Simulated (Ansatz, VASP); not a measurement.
## One calculation of Ta4O, two programs

File INCAR:

```
ALGO = Normal ; EDIFF = 1E-6
ENCUT = 520 ; GGA = PE
ISIF = 2 ; ISMEAR = 0
LASPH = T ; LCHARG = F
LREAL = F ; LWAVE = F
NBANDS = 33 ; NELM = 60
PREC = Accurate ; SIGMA = 0.1
```

KPOINTS

```
k-points
0
Gamma
  8 8 8
```

File POSCAR:

```
Ta4O
1.0
    4.3940506453      0.0000000000      0.0000000000
    0.0000000000      4.3940506453      0.0000000000
    0.0000000000      0.0000000000      4.3940506453
Ta O
4 1
Direct
    0.2637447757      0.7362552243      0.2637447757
    0.7362552243      0.2637447757      0.2637447757
    0.7362552243      0.7362552243      0.7362552243
    0.2637447757      0.2637447757      0.7362552243
    0.0000000000      0.0000000000      0.0000000000
```

Input for Ansatz:

```yaml
crystal:
  lattice:
    - [4.3940506453, 0.0, 0.0]
    - [0.0, 4.3940506453, 0.0]
    - [0.0, 0.0, 4.3940506453]
  atoms:
    - { symbol: Ta, position: [0.2637447757, 0.7362552243, 0.2637447757] }
    - { symbol: Ta, position: [0.7362552243, 0.2637447757, 0.2637447757] }
    - { symbol: Ta, position: [0.7362552243, 0.7362552243, 0.7362552243] }
    - { symbol: Ta, position: [0.2637447757, 0.2637447757, 0.7362552243] }
    - { symbol: O, position: [0.0, 0.0, 0.0] }
basis:
  ecutwfc: 420
kpoints:
  mp_grid: { grid: [8, 8, 8] }
  band_path:
    path:
      - [[0.0, 0.0, 0.0], [0.0, 0.5, 0.0], [0.5, 0.5, 0.0], [0.0, 0.0, 0.0], [0.5, 0.5, 0.5], [0.0, 0.5, 0.0]]
      - [[0.5, 0.5, 0.5], [0.5, 0.5, 0.0]]
    npoints: 14
hamiltonian:
  xc: pbe
scf:
  occupations: { method: gaussian, width: 0.1 }
  n_extra_bands: 12
output:
  forces: true
  stress: true
  eigenvalues: true
  populations: true
  dos: { projected: true, de: 0.02, nscf_kmesh: { grid: [10, 10, 10] } }
  bader: true
  write_density: true
  write_potential: true
  elf: true
  volumetric_format: npy
```

The cell was built by a generator and needn't be a form met in nature.

Alike in both runs: task single point; functional PBE; k mesh 8 × 8 × 8; occupations gaussian, width 0.1 eV; no spin polarisation.

|  | VASP | Ansatz |
| --- | --- | --- |
| version | VASP 6.6.1 | Ansatz 0.2.0 |
| potentials or method | VASP PAW PBE potentials, release 64 (Ta_pv, O) | scalar-relativistic, plane waves, PAW |
| plane-wave cutoff (eV) | 520 | 420 |
| valence electrons in the cell | 50 | 58 |

Ansatz gave:

* gap on the k mesh at the Fermi level (eV): none
* pressure (GPa): 0.0
* rms of the force components (eV/Å): 0.000

Problem. Which values does VASP return?

Solution. gap on the k mesh at the Fermi level (eV): none; pressure (GPa): 0.2; rms of the force components (eV/Å): 0.033.

Atom by atom the forces differ by 0.033 eV/Å (rms over components). A gap of «none» marks a metal or a gap that the smearing closes. The functional is the same, so the differences come from potentials, cutoffs and numerics. The two sets of potentials don't hold the same shells in valence.

The runs have no spin-orbit coupling, so splittings on Ta are missing.
